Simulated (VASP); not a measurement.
Take PbO (litharge), without spin-orbit terms, in VASP with PAW potentials, and its band gap. Without a dispersion term in the relaxation, distances and binding between the weakly bound layers, chains or molecules are unreliable, and so is what depends on them.

### Question
One run gives 1.00 eV. Which level is it?
(A) LDA (own cell)
(B) PBE-D3(BJ) (own cell)
(C) PBE (own cell)
(D) RPBE (own cell)

### Answer
A, LDA (own cell).  The others give 1.26 (PBE-D3(BJ) (own cell)), 1.81 (RPBE (own cell) [volume +41 % from the start]), 1.68 (PBE (own cell) [volume +13 % from the start]).

Only levels that ran to the end are used. Left out are those held back, those with too coarse a band path, GW runs whose mesh misses a band edge, hybrids' fits of cells that aren't cubic and levels without matching references; a question may draw on a part of the rest.

The compound is PbO in the litharge structure.
